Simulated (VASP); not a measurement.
Output of a VASP run:

OSZICAR:
```
...
RMM:   4    -0.191992145019E+03   -0.29575E-04   -0.10791E-03  1426   0.726E-02    0.872E-02
RMM:   5    -0.191992117491E+03    0.27527E-04   -0.31493E-04  1388   0.343E-02    0.223E-02
RMM:   6    -0.191992123864E+03   -0.63724E-05   -0.66725E-05  1083   0.135E-02
   6 F= -.19199212E+03 E0= -.19199212E+03  d E =-.124440E-01  mag=     1.0000
       N       E                     dE             d eps       ncg     rms          rms(c)
DAV:   1    -0.191994933075E+03   -0.28156E-02   -0.25418E+00  1464   0.275E+00    0.203E-01
RMM:   2    -0.191996248078E+03   -0.13150E-02   -0.14050E-02  1388   0.228E-01    0.739E-02
RMM:   3    -0.191996430657E+03   -0.18258E-03   -0.19382E-03  1394   0.853E-02    0.598E-02
RMM:   4    -0.191996442775E+03   -0.12118E-04   -0.27910E-04  1416   0.390E-02    0.476E-02
RMM:   5    -0.191996438543E+03    0.42317E-05   -0.88272E-05  1294   0.188E-02
   7 F= -.19199644E+03 E0= -.19199644E+03  d E =-.431468E-02  mag=     1.0000
       N       E                     dE             d eps       ncg     rms          rms(c)
DAV:   1    -0.191997041413E+03   -0.59864E-03   -0.93558E-01  1472   0.167E+00    0.127E-01
RMM:   2    -0.191997523386E+03   -0.48197E-03   -0.52118E-03  1388   0.138E-01    0.468E-02
RMM:   3    -0.191997594695E+03   -0.71309E-04   -0.73458E-04  1394   0.518E-02    0.357E-02
RMM:   4    -0.191997600134E+03   -0.54390E-05   -0.10576E-04  1406   0.236E-02    0.276E-02
RMM:   5    -0.191997599264E+03    0.86988E-06   -0.30336E-05   945   0.114E-02
   8 F= -.19199760E+03 E0= -.19199760E+03  d E =-.547540E-02  mag=     1.0000
       N       E                     dE             d eps       ncg     rms          rms(c)
DAV:   1    -0.191994587164E+03    0.30130E-02   -0.37411E+00  1432   0.333E+00    0.247E-01
RMM:   2    -0.191996522472E+03   -0.19353E-02   -0.20698E-02  1388   0.278E-01    0.902E-02
RMM:   3    -0.191996792697E+03   -0.27022E-03   -0.28652E-03  1393   0.104E-01    0.721E-02
RMM:   4    -0.191996812582E+03   -0.19885E-04   -0.42231E-04  1420   0.481E-02    0.579E-02
RMM:   5    -0.191996806540E+03    0.60418E-05   -0.12927E-04  1383   0.229E-02    0.140E-02
RMM:   6    -0.191996809422E+03   -0.28819E-05   -0.23343E-05   894   0.892E-03
   9 F= -.19199681E+03 E0= -.19199681E+03  d E =-.468556E-02  mag=     1.0000
       N       E                     dE             d eps       ncg     rms          rms(c)
DAV:   1    -0.191996690686E+03    0.11585E-03   -0.18969E+00  1432   0.238E+00    0.171E-01
RMM:   2    -0.191997648566E+03   -0.95788E-03   -0.10185E-02  1388   0.194E-01    0.619E-02
RMM:   3    -0.191997778581E+03   -0.13002E-03   -0.13835E-03  1392   0.713E-02    0.499E-02
RMM:   4    -0.191997785037E+03   -0.64555E-05   -0.18358E-04  1411   0.306E-02    0.381E-02
RMM:   5    -0.191997782534E+03    0.25031E-05   -0.60834E-05  1120   0.156E-02
  10 F= -.19199778E+03 E0= -.19199778E+03  d E =-.565867E-02  mag=     1.0000
       N       E                     dE             d eps       ncg     rms          rms(c)
DAV:   1    -0.191998667710E+03   -0.88267E-03   -0.81832E-01  1432   0.159E+00    0.139E-01
RMM:   2    -0.191999151415E+03   -0.48371E-03   -0.56857E-03  1388   0.144E-01    0.491E-02
RMM:   3    -0.191999210308E+03   -0.58893E-04   -0.77519E-04  1391   0.539E-02    0.366E-02
RMM:   4    -0.191999212540E+03   -0.22321E-05   -0.12320E-04  1408   0.254E-02    0.280E-02
RMM:   5    -0.191999209777E+03    0.27631E-05   -0.37948E-05  1016   0.124E-02
  11 F= -.19199921E+03 E0= -.19199921E+03  d E =-.142724E-02  mag=     1.0000
```

### OUTCAR
```
------------------------ aborting loop because EDIFF is reached ----------------------------------------
  FORCE on cell =-STRESS in cart. coord.  units (eV):
  Direction    XX          YY          ZZ          XY          YZ          ZX
  --------------------------------------------------------------------------------------
  Total        0.8094256      0.8099793      0.8123166     -0.0752704      0.0082582     -0.0009812
  in kB        0.8565928      0.8571787      0.8596522     -0.0796565      0.0087394     -0.0010384
  external PRESSURE =       0.8578079 kB  Pullay stress =       0.0000000 kB
  volume of cell :     1513.96
      direct lattice vectors                 reciprocal lattice vectors
    11.482533192  0.000000000  0.000000000     0.087088797  0.000000000  0.000000000
     0.000000000 11.482533192  0.000000000     0.000000000  0.087088797  0.000000000
     0.000000000  0.000000000 11.482533192     0.000000000  0.000000000  0.087088797
  FREE ENERGIE OF THE ION-ELECTRON SYSTEM (eV)
  ---------------------------------------------------
  free  energy   TOTEN  =      -191.9992097773 eV

  energy  without entropy=     -191.9992097773  energy(sigma->0) =     -191.99920978

 total charge

# of ion       s       p       d       tot
------------------------------------------
    1        0.517   0.421   9.784  10.722
    2        0.517   0.421   9.784  10.721
    3        0.517   0.421   9.784  10.722
    4        0.517   0.421   9.784  10.722
    5        0.518   0.422   9.784  10.724
    6        0.518   0.422   9.784  10.723
    7        0.517   0.421   9.784  10.722
    8        0.518   0.422   9.784  10.724
    9        0.511   0.419   9.784  10.714
   10        0.518   0.422   9.784  10.723
   11        0.518   0.422   9.784  10.723
   12        0.518   0.421   9.784  10.723
   13        0.517   0.421   9.784  10.721
   14        0.517   0.421   9.784  10.722
   15        0.517   0.421   9.784  10.721
   16        0.518   0.422   9.784  10.724
   17        0.511   0.419   9.784  10.714
   18        0.518   0.422   9.784  10.724
   19        0.517   0.420   9.784  10.721
   20        0.511   0.420   9.783  10.714
   21        0.511   0.420   9.784  10.714
   22        0.517   0.421   9.784  10.722
   23        0.517   0.420   9.784  10.721
   24        0.518   0.422   9.784  10.724
   25        0.517   0.421   9.784  10.721
   26        0.517   0.421   9.784  10.721
   27        0.518   0.422   9.784  10.724
   28        0.518   0.422   9.784  10.724
   29        0.517   0.421   9.784  10.721
   30        0.518   0.422   9.784  10.724
   31        0.517   0.421   9.784  10.722
   32        0.517   0.421   9.784  10.722
   33        1.431   2.422   0.026   3.879
   34        1.432   2.424   0.026   3.883
   35        1.432   2.424   0.026   3.883
   36        1.431   2.424   0.026   3.882
   37        1.434   2.417   0.027   3.878
   38        1.431   2.424   0.026   3.882
   39        1.431   2.424   0.026   3.881
   40        1.435   2.417   0.027   3.878
   41        1.434   2.417   0.027   3.879
   42        1.432   2.425   0.026   3.883
   43        1.431   2.424   0.026   3.881
   44        1.432   2.424   0.026   3.882
   45        1.431   2.424   0.026   3.881
   46        1.431   2.421   0.026   3.878
   47        1.432   2.425   0.026   3.883
   48        1.435   2.416   0.027   3.878
...
```
(Selected blocks of OUTCAR.)

### POSCAR
```
Zn32HSe32
1
   11.4825331920     0.0000000000     0.0000000000
    0.0000000000    11.4825331920     0.0000000000
   -0.0000000000    -0.0000000000    11.4825331920
Zn Se H
32 32 1
Direct
  0.5000000000   0.0000000000   0.0000000000
  0.7500000000   0.2500000000   0.0000000000
  0.7500000000   0.0000000000   0.2500000000
  0.0000000000   0.0000000000   0.0000000000
  0.2500000000   0.2500000000   0.0000000000
  0.5000000000   0.5000000000   0.0000000000
  0.7500000000   0.7500000000   0.0000000000
  0.2500000000   0.0000000000   0.2500000000
  0.5017850000   0.2543360000   0.2512060000
  0.7500000000   0.5000000000   0.2500000000
  0.5000000000   0.0000000000   0.5000000000
  0.7500000000   0.2500000000   0.5000000000
  0.7500000000   0.0000000000   0.7500000000
  0.0000000000   0.5000000000   0.0000000000
  0.2500000000   0.7500000000   0.0000000000
  0.0000000000   0.2500000000   0.2500000000
  0.2496420000   0.5003860000   0.2506750000
  0.5000000000   0.7500000000   0.2500000000
  0.0000000000   0.0000000000   0.5000000000
  0.2457900000   0.2465730000   0.4977540000
  0.4981560000   0.5003510000   0.4965980000
  0.7500000000   0.7500000000   0.5000000000
  0.2500000000   0.0000000000   0.7500000000
  0.5000000000   0.2500000000   0.7500000000
  0.7500000000   0.5000000000   0.7500000000
  0.0000000000   0.7500000000   0.2500000000
  0.0000000000   0.5000000000   0.5000000000
  0.2500000000   0.7500000000   0.5000000000
  0.0000000000   0.2500000000   0.7500000000
  0.2500000000   0.5000000000   0.7500000000
  0.5000000000   0.7500000000   0.7500000000
  0.0000000000   0.7500000000   0.7500000000
  0.6250000000   0.1250000000   0.1250000000
  0.8750000000   0.3750000000   0.1250000000
  0.8750000000   0.1250000000   0.3750000000
  0.1250000000   0.1250000000   0.1250000000
  0.3774090000   0.3754300000   0.1219860000
  0.6250000000   0.6250000000   0.1250000000
  0.8750000000   0.8750000000   0.1250000000
  0.3780020000   0.1259310000   0.3746060000
  0.6207520000   0.3718220000   0.3762820000
  0.8750000000   0.6250000000   0.3750000000
  0.6250000000   0.1250000000   0.6250000000
  0.8750000000   0.3750000000   0.6250000000
  0.8750000000   0.1250000000   0.8750000000
  0.1250000000   0.6250000000   0.1250000000
  0.3750000000   0.8750000000   0.1250000000
  0.1255930000   0.3750950000   0.3750590000
  0.3709020000   0.6223400000   0.3729090000
  0.6250000000   0.8750000000   0.3750000000
  0.1250000000   0.1250000000   0.6250000000
  0.3781270000   0.3706840000   0.6216900000
  0.6250000000   0.6250000000   0.6250000000
  0.8750000000   0.8750000000   0.6250000000
  0.3750000000   0.1250000000   0.8750000000
  0.6250000000   0.3750000000   0.8750000000
  0.8750000000   0.6250000000   0.8750000000
  0.1250000000   0.8750000000   0.3750000000
  0.1250000000   0.6250000000   0.6250000000
  0.3750000000   0.8750000000   0.6250000000
  0.1250000000   0.3750000000   0.8750000000
  0.3750000000   0.6250000000   0.8750000000
  0.6250000000   0.8750000000   0.8750000000
  0.1250000000   0.8750000000   0.8750000000
  0.3730800000   0.3734100000   0.3773490000
```

Write an INCAR and KPOINTS that could have produced this output.

One answer among several that fit: the input of the run itself, PBE GGA, plane waves, VASP's PBE PAW potentials (set 64).

### KPOINTS
```
Automatic mesh
0
Gamma
1 1 1
0 0 0
```

### INCAR
```
SYSTEM = Zn32HSe32
PREC = Normal
ENCUT = 400
EDIFF = 1E-5
NELM = 100
ALGO = Fast
LREAL = Auto
LASPH = .TRUE.
ISMEAR = 0
SIGMA = 0.05
GGA = PE
LMAXMIX = 4
LWAVE = .FALSE.
LCHARG = .FALSE.
NELMIN = 4
ISYM = 0
ISPIN = 2
NUPDOWN = 1
MAGMOM = 65*0.0154
LORBIT = 10
IBRION = 2
ISIF = 2
NSW = 60
EDIFFG = -0.03
```

POTCAR, in this order: Zn Se H (PBE.64 set). Program: vasp_gam.

The supercell is sampled at Γ alone, which is coarse: total energies, pressure and levels can be off, energies of defects by several tenths of an eV.

The cell is a supercell with a defect, built from ZnSe (zinc blende): H_i.
